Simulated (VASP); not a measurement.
# YTe: accuracy against cost in the PAW data sets and SCF solver, part 2 of 2

A convergence test on YTe: the PAW data sets and SCF solver. The series runs use PBEsol. The start is a cell from a database of measured crystal structures.

VASP 6.6.1, plane waves and PAW; the level of theory is named at each step.

Still holding for the runs below: This run has no spin polarisation. Its electron count is odd, so without a moment it is a metal by construction. The k-mesh is coarse for a metal.

So far. Step 7 (SCF solver: ALGO = Fast): Against the first of the series the energy stays within 0.01 meV an atom; the pressure moves by -0.01 GPa, after 20 cycles in 17 s. Step 8 (SCF solver: ALGO = VeryFast): Against the first of the series the energy stays within 0.01 meV an atom; the pressure moves by -0.01 GPa, after 28 cycles in 17 s.

The database entry behind the starting cell differs from later determinations by our own check (0.1 to 0.3 % short, probably kX units), so it need not match the best structure at ambient conditions.

## (9) SCF solver: ALGO = All

Level of this step: PBEsol; plane waves and PAW (Y_sv, Te) (VASP).

INCAR reads:

```
SYSTEM = YTe
PREC = Accurate
ENCUT = 400
EDIFF = 1E-06
NELM = 100
ISMEAR = -1
SIGMA = 0.05
LREAL = .FALSE.
ALGO = All
GGA = PS
NBANDS = 14
LORBIT = 11
LWAVE = .FALSE.
LCHARG = .FALSE.
KPAR = 2
ISIF = 2
```

POSCAR reads:

```
YTe
1.0
    0.0000000000      3.0400000000      3.0400000000
    3.0400000000      0.0000000000      3.0400000000
    3.0400000000      3.0400000000      0.0000000000
Y Te
1 1
Direct
    0.5000000000      0.5000000000      0.5000000000
    0.0000000000      0.0000000000      0.0000000000
```

KPOINTS reads:

```
Automatic mesh
0
Gamma
6 6 6
0 0 0
```

Potentials, in the order of the species: Y_sv and Te (PBE family, release 64).

Launch:

```
> mpirun -np 2 vasp_std
```

The log of the run:

```text
[... set-up lines as in an earlier step ...]
 entering main loop
       N       E                     dE             d eps       ncg     rms           ort
DAV:   1     0.485594348617E+02    0.48559E+02   -0.71571E+03   224   0.928E+02
DAV:   2    -0.982543420673E+01   -0.58385E+02   -0.55912E+02   224   0.194E+02
DAV:   3    -0.135442789883E+02   -0.37188E+01   -0.36961E+01   224   0.345E+01
DAV:   4    -0.136100046933E+02   -0.65726E-01   -0.65712E-01   224   0.454E+00
DAV:   5    -0.136111579645E+02   -0.11533E-02   -0.11533E-02   224   0.577E-01
SDA:   6    -0.125278786493E+02    0.10833E+01   -0.11533E-02   224   0.179E+01   0.000E+00
 gam= 0.000 g(H,U,f)=  0.140E+01 0.382E+00 0.244E-02 ort(H,U,f) = 0.000E+00 0.000E+00 0.000E+00
 gam= 0.000 trial= 0.400  step=  0.5381 mean=  0.4000
CGA:   7    -0.130054925486E+02   -0.47761E+00   -0.48037E+00   224   0.251E+00  -0.323E-01
 gam= 0.141 g(H,U,f)=  0.221E+00 0.293E-01 0.725E-03 ort(H,U,f) =-0.147E+00 0.112E+00 0.247E-02
 gam= 0.141 trial= 0.414  step=  0.5865 mean=  0.4138
[...]
gam= 0.318 trial= 0.581  step=  0.7246 mean=  0.5812
CGA:  16    -0.130992744768E+02   -0.16684E-04   -0.16676E-04   224   0.142E-04   0.114E-06
 gam= 0.304 g(H,U,f)=  0.140E-04 0.178E-06 0.480E-08 ort(H,U,f) = 0.121E-06 0.117E-07-0.192E-07
 gam= 0.304 trial= 0.596  step=  0.8846 mean=  0.5955
CGA:  17    -0.130992807354E+02   -0.62585E-05   -0.62938E-05   224   0.608E-05  -0.253E-06
 gam= 0.428 g(H,U,f)=  0.592E-05 0.145E-06 0.845E-08 ort(H,U,f) =-0.227E-06-0.244E-07-0.245E-08
 gam= 0.428 trial= 0.624  step=  0.9778 mean=  0.6244
CGA:  18    -0.130992835845E+02   -0.28492E-05   -0.29176E-05   224   0.307E-05  -0.388E-06
 gam= 0.505 g(H,U,f)=  0.303E-05 0.325E-07 0.127E-08 ort(H,U,f) =-0.403E-06 0.125E-07 0.268E-08
 gam= 0.505 trial= 0.660  step=  1.0810 mean=  0.6598
CGA:  19    -0.130992851287E+02   -0.15442E-05   -0.15519E-05   224   0.163E-05  -0.375E-07
 gam= 0.531 g(H,U,f)=  0.160E-05 0.305E-07 0.226E-09 ort(H,U,f) =-0.780E-08-0.287E-07-0.104E-08
 gam= 0.531 trial= 0.702  step=  0.9878 mean=  0.7019
CGA:  20    -0.130992859274E+02   -0.79872E-06   -0.79480E-06   224   0.772E-06   0.314E-07
 gam= 0.474 g(H,U,f)=  0.753E-06 0.184E-07 0.484E-09 ort(H,U,f) = 0.273E-07 0.459E-08-0.562E-09
 gam= 0.474 trial= 0.730  step=  1.2228 mean=  0.7305
 final diagonalization occupied
   1 F= -.13099286E+02 E0= -.13095227E+02  d E =-.811743E-02
```

Elapsed: 14 s, on 2 MPI ranks of AMD EPYC 7R43, shared host; peak memory 0.26 GiB; 26 s of CPU time.

OUTCAR, selected parts (step 9):

```text
  Total        0.0203414      0.0203414      0.0203414      0.0000000     -0.0000000      0.0000000
  in kB        0.5800180      0.5800180      0.5800180      0.0000000     -0.0000000      0.0000000
  external PRESSURE =       0.5800180 kB  Pullay stress =       0.0000000 kB

 POSITION                                       TOTAL-FORCE (eV/Angst)
 -----------------------------------------------------------------------------------
      3.04000      3.04000      3.04000         0.000000      0.000000      0.000000
      0.00000      0.00000      0.00000        -0.000000     -0.000000     -0.000000
 -----------------------------------------------------------------------------------
    total drift:                                0.000000      0.000000      0.000000

  FREE ENERGIE OF THE ION-ELECTRON SYSTEM (eV)
  ---------------------------------------------------
  free  energy   TOTEN  =       -13.0992859274 eV

  energy  without entropy=      -13.0911684998  energy(sigma->0) =      -13.09522721

[... 2 parts as in an earlier step ...]

[... 1 further part left out ...]
[key lines of the parts left out:]
E-fermi :   6.9697
```

Against the first of the series the energy stays within 0.01 meV an atom; the pressure moves by -0.01 GPa, after 20 cycles in 14 s.

## (10) SCF solver: ALGO = Damped

INCAR, as its differences from that of step 9:

```diff
@@ -8,3 +8,3 @@
 LREAL = .FALSE.
-ALGO = All
+ALGO = Damped
 GGA = PS
```

POSCAR is that of step 9.

KPOINTS is that of step 9.

Launch:

```
> mpirun -np 2 vasp_std
```

The log of the run:

```text
[... set-up lines as in an earlier step ...]
 entering main loop
       N       E                     dE             d eps       ncg     rms           ort
DAV:   1     0.794037567804E+02    0.79404E+02   -0.66273E+03   224   0.928E+02
DAV:   2    -0.332063479629E+00   -0.79736E+02   -0.75516E+02   224   0.233E+02
DAV:   3    -0.109370290742E+02   -0.10605E+02   -0.10082E+02   224   0.692E+01
DAV:   4    -0.130405182957E+02   -0.21035E+01   -0.20374E+01   224   0.294E+01
[...]
DMP:  98    -0.130992570305E+02   -0.16032E-05   -0.15305E-05   224   0.232E-05   0.393E-05
DMP:  99    -0.130992585511E+02   -0.15207E-05   -0.14515E-05   224   0.220E-05   0.373E-05
DMP: 100    -0.130992599930E+02   -0.14419E-05   -0.13772E-05   224   0.209E-05   0.354E-05
 final diagonalization occupied
 -----------------------------------------------------------------------------
|                                                                             |
|           W    W    AA    RRRRR   N    N  II  N    N   GGGG   !!!           |
|           W    W   A  A   R    R  NN   N  II  NN   N  G    G  !!!           |
|           W    W  A    A  R    R  N N  N  II  N N  N  G       !!!           |
|           W WW W  AAAAAA  RRRRR   N  N N  II  N  N N  G  GGG   !            |
|           WW  WW  A    A  R   R   N   NN  II  N   NN  G    G                |
|           W    W  A    A  R    R  N    N  II  N    N   GGGG   !!!           |
|                                                                             |
|     The electronic self-consistency was not achieved in the given           |
|     number of steps (NELM). The forces and other quantities evaluated       |
|     might not be reliable so examine the results carefully. If you find     |
|     spurious results, we suggest increasing NELM, if you were close to      |
|     convergence or switching to a different ALGO or adjusting the           |
|     density mixing parameters otherwise.                                    |
|                                                                             |
 -----------------------------------------------------------------------------

   1 F= -.13099260E+02 E0= -.13095204E+02  d E =-.811206E-02
```

It took 48 s on 2 MPI ranks; peak memory 0.26 GiB.

Parts of OUTCAR (step 10):

```text
 k-point     1 :       0.0000    0.0000    0.0000
  band No.  band energies     occupation
    ...
      7       4.7753      2.00000
      8       4.7753      2.00000
      9       6.6578      1.99611
     10       6.6578      1.99611
     11       6.6578      1.99611
     12       7.2823      0.00385
     13       7.2823      0.00385
     14       8.4402      0.00000

  Total        0.0189441      0.0189441      0.0189441      0.0000000     -0.0000000      0.0000000
  in kB        0.5401740      0.5401740      0.5401740      0.0000000     -0.0000000      0.0000000
  external PRESSURE =       0.5401740 kB  Pullay stress =       0.0000000 kB

  FREE ENERGIE OF THE ION-ELECTRON SYSTEM (eV)
  ---------------------------------------------------
  free  energy   TOTEN  =       -13.0992599930 eV

  energy  without entropy=      -13.0911479313  energy(sigma->0) =      -13.09520396

[... 10 parts as in an earlier step ...]

[... 10 further parts left out ...]
[key lines of the parts left out:]
E-fermi :   6.9698
```

The electronic loop ended without reaching EDIFF, so its numbers are not used.

## (11) SCF solver: AMIX = 0.1, BMIX = 0.01

INCAR, as its differences from that of step 10:

```diff
@@ -8,3 +8,3 @@
 LREAL = .FALSE.
-ALGO = Damped
+ALGO = Normal
 GGA = PS
@@ -16 +16,3 @@
 ISIF = 2
+AMIX = 0.1
+BMIX = 0.01
```

POSCAR is that of step 10.

KPOINTS is that of step 10.

Launch:

```
> mpirun -np 2 vasp_std
```

The log of the run:

```text
[... set-up lines as in an earlier step ...]
 entering main loop
       N       E                     dE             d eps       ncg     rms          rms(c)
[... 5 cycles as in an earlier step ...]
DAV:   6    -0.134174893113E+02    0.19367E+00   -0.82899E-02   534   0.163E+00    0.218E+01
DAV:   7    -0.132911586896E+02    0.12633E+00   -0.33779E+00   526   0.102E+01    0.108E+01
DAV:   8    -0.134173515488E+02   -0.12619E+00   -0.37978E+00   492   0.107E+01    0.362E+00
DAV:   9    -0.130958717026E+02    0.32148E+00   -0.97736E-01   482   0.582E+00    0.616E-01
[...]
DAV:  18    -0.130992893156E+02    0.59116E-05   -0.62014E-06   562   0.163E-02    0.493E-02
DAV:  19    -0.130992874971E+02    0.18184E-05   -0.30769E-06   546   0.122E-02    0.298E-02
DAV:  20    -0.130992872007E+02    0.29639E-06   -0.29976E-07   224   0.415E-03
   1 F= -.13099287E+02 E0= -.13095227E+02  d E =-.812124E-02
```

Run time: 14 s. Hardware: 2 MPI ranks; peak memory 0.25 GiB.

OUTCAR, selected parts (step 11):

```text
  Total        0.0405884      0.0405884      0.0405884      0.0000000     -0.0000000      0.0000000
  in kB        1.1573422      1.1573422      1.1573422      0.0000000     -0.0000000      0.0000000
  external PRESSURE =       1.1573422 kB  Pullay stress =       0.0000000 kB

  FREE ENERGIE OF THE ION-ELECTRON SYSTEM (eV)
  ---------------------------------------------------
  free  energy   TOTEN  =       -13.0992872007 eV

  energy  without entropy=      -13.0911659613  energy(sigma->0) =      -13.09522658

[... 3 parts as in an earlier step ...]

[... 1 further part left out ...]
[key lines of the parts left out:]
E-fermi :   6.9695
```

Against the first of the series the energy stays within 0.01 meV an atom; the pressure moves by +0.05 GPa, after 20 cycles in 14 s.

## (12) SCF solver: AMIX = 0.8

INCAR, as its differences from that of step 11:

```diff
@@ -16,3 +16,2 @@
 ISIF = 2
-AMIX = 0.1
-BMIX = 0.01
+AMIX = 0.8
```

POSCAR is that of step 11.

KPOINTS is that of step 11.

Launch:

```
> mpirun -np 2 vasp_std
```

The log of the run:

```text
[... set-up lines as in an earlier step ...]
 entering main loop
       N       E                     dE             d eps       ncg     rms          rms(c)
[... 5 cycles as in an earlier step ...]
DAV:   6    -0.131786170819E+02    0.43254E+00   -0.34278E+00   534   0.104E+01    0.176E+01
DAV:   7    -0.131399049213E+02    0.38712E-01   -0.10220E+00   532   0.591E+00    0.451E+00
DAV:   8    -0.130984727521E+02    0.41432E-01   -0.14866E-01   490   0.233E+00    0.539E-01
DAV:   9    -0.130993232499E+02   -0.85050E-03   -0.13500E-02   620   0.702E-01    0.375E-01
DAV:  10    -0.130992851348E+02    0.38115E-04   -0.28551E-04   478   0.124E-01    0.196E-01
DAV:  11    -0.130992889570E+02   -0.38222E-05   -0.10828E-04   708   0.659E-02    0.325E-02
DAV:  12    -0.130992869100E+02    0.20470E-05   -0.95294E-06   708   0.213E-02    0.135E-02
DAV:  13    -0.130992865817E+02    0.32836E-06   -0.20265E-06   550   0.906E-03
   1 F= -.13099287E+02 E0= -.13095228E+02  d E =-.811680E-02
```

Run time: 10 s. Hardware: 2 MPI ranks; peak memory 0.26 GiB; 18 s of CPU time.

OUTCAR, selected parts (step 12):

```text
  Total        0.0215969      0.0215969      0.0215969     -0.0000000      0.0000000      0.0000000
  in kB        0.6158176      0.6158176      0.6158176     -0.0000000      0.0000000      0.0000000
  external PRESSURE =       0.6158176 kB  Pullay stress =       0.0000000 kB

 POSITION                                       TOTAL-FORCE (eV/Angst)
 -----------------------------------------------------------------------------------
      3.04000      3.04000      3.04000        -0.000000     -0.000000      0.000000
      0.00000      0.00000      0.00000         0.000000      0.000000     -0.000000
 -----------------------------------------------------------------------------------
    total drift:                                0.000000      0.000000      0.000000

  FREE ENERGIE OF THE ION-ELECTRON SYSTEM (eV)
  ---------------------------------------------------
  free  energy   TOTEN  =       -13.0992865817 eV

  energy  without entropy=      -13.0911697840  energy(sigma->0) =      -13.09522818

[... 2 parts as in an earlier step ...]

[... 1 further part left out ...]
[key lines of the parts left out:]
E-fermi :   6.9697
```

Against the first of the series the energy stays within 0.01 meV an atom and the pressure within 0.01 GPa, after 13 cycles in 10 s.

## (13) SCF solver: IMIX = 1, AMIX = 0.2

INCAR, as its differences from that of step 12:

```diff
@@ -16,2 +16,3 @@
 ISIF = 2
-AMIX = 0.8
+IMIX = 1
+AMIX = 0.2
```

POSCAR is that of step 12.

KPOINTS is that of step 12.

Launch:

```
> mpirun -np 2 vasp_std
```

The log of the run:

```text
[... set-up lines as in an earlier step ...]
 entering main loop
       N       E                     dE             d eps       ncg     rms          rms(c)
[... 5 cycles as in an earlier step ...]
DAV:   6    -0.133353928245E+02    0.27577E+00   -0.18666E-01   510   0.245E+00    0.199E+01
DAV:   7    -0.132091225947E+02    0.12627E+00   -0.10294E-01   614   0.186E+00    0.168E+01
DAV:   8    -0.131516729513E+02    0.57450E-01   -0.40890E-02   590   0.116E+00    0.140E+01
DAV:   9    -0.131249349081E+02    0.26738E-01   -0.18221E-02   602   0.765E-01    0.115E+01
[...]
DAV:  21    -0.130992831113E+02    0.91615E-05   -0.79312E-06   740   0.189E-02    0.840E-01
DAV:  22    -0.130992795437E+02    0.35676E-05   -0.51797E-06   710   0.155E-02    0.668E-01
DAV:  23    -0.130992787792E+02    0.76447E-06   -0.30874E-06   622   0.126E-02
   1 F= -.13099279E+02 E0= -.13095227E+02  d E =-.810305E-02
```

Elapsed: 18 s, on 2 MPI ranks; peak memory 0.26 GiB; 34 s of CPU time.

From OUTCAR (step 13):

```text
  Total        0.0168353      0.0168353      0.0168353      0.0000000      0.0000000     -0.0000000
  in kB        0.4800449      0.4800449      0.4800449      0.0000000      0.0000000     -0.0000000
  external PRESSURE =       0.4800449 kB  Pullay stress =       0.0000000 kB

  FREE ENERGIE OF THE ION-ELECTRON SYSTEM (eV)
  ---------------------------------------------------
  free  energy   TOTEN  =       -13.0992787792 eV

  energy  without entropy=      -13.0911757252  energy(sigma->0) =      -13.09522725

[... 3 parts as in an earlier step ...]

[... 1 further part left out ...]
[key lines of the parts left out:]
E-fermi :   6.9709
```

Against the first of the series the energy stays within 0.01 meV an atom; the pressure moves by -0.02 GPa, after 23 cycles in 18 s.

## (14) The SCF solver series as a table

This step: convergence of PBEsol results with the solver; plane waves and PAW (VASP 6.6.1).

Derived from the runs above.

Differences are taken from the run with ALGO = Normal. Results of the series, by row:

```
                setting         status  energy less the reference (meV/atom)  pressure (GPa)  SCF cycles  wall time (s)
          ALGO = Normal      converged                                     0         0.06501          13              9
            ALGO = Fast      converged                              -8.40e-4         0.05359          20           16.6
        ALGO = VeryFast      converged                               6.65e-4         0.05969          28           17.2
             ALGO = All      converged                               5.80e-4           0.058          20           13.6
          ALGO = Damped  not_converged                                     -               -           -             48
AMIX = 0.1, BMIX = 0.01      converged                               8.95e-4          0.1157          20           13.8
             AMIX = 0.8      converged                               9.50e-5         0.06158          13             10
   IMIX = 1, AMIX = 0.2      converged                               5.60e-4           0.048          23           17.8
```

## (15) Results

| Quantity | Value |
| --- | --- |
| spread of the pressure over the PAW data sets | 0.129 GPa |
| fewest SCF cycles | ALGO = Normal; AMIX = 0.8 (13) |
| most SCF cycles among converged runs | ALGO = VeryFast (28) |
| spread of the pressure over the SCF solver | 0.0677 GPa |
| spread of the energy over the SCF solver | 0.00173 meV/atom |

The choice of data set moves the pressure between -0.06 GPa (gw 64: Y_sv_GW Te_GW) and 0.07 GPa (minimal 64: Y_sv Te); the cutoffs differ too (400 and 450 eV). All SCF solvers that converged agree within 0.05 meV an atom. No setting beats the 9 s of ALGO = Normal by a fifth or more; the slowest converged run is IMIX = 1, AMIX = 0.2, at 18 s. On a shared host such times are rough. Yet the pressure of AMIX = 0.1, BMIX = 0.01 is +0.05 GPa off: EDIFF tests the energy, which is second order in the error of the density, while the stress is first order. Data sets differ in their zero of energy, so energies are not compared. ALGO = Damped did not converge. Forces vanish by symmetry in this cell, so the series can't test them.

[Lines on the potential files, build, host, timing and source positions are cut from VASP's logs without a mark.]

[Logs are printed without paths, hosts, clocks, repeated set-up lines and the standing remarks that a program may print on its own settings, such as how far it seeks lower states.]

[Hosts, paths, dates, database ids (printed as entryN), source tags and the programs' standing remarks are cut or masked in the printed files.]

[A measured line is paired with the nearest computed mode of its activity, which favours agreement.]
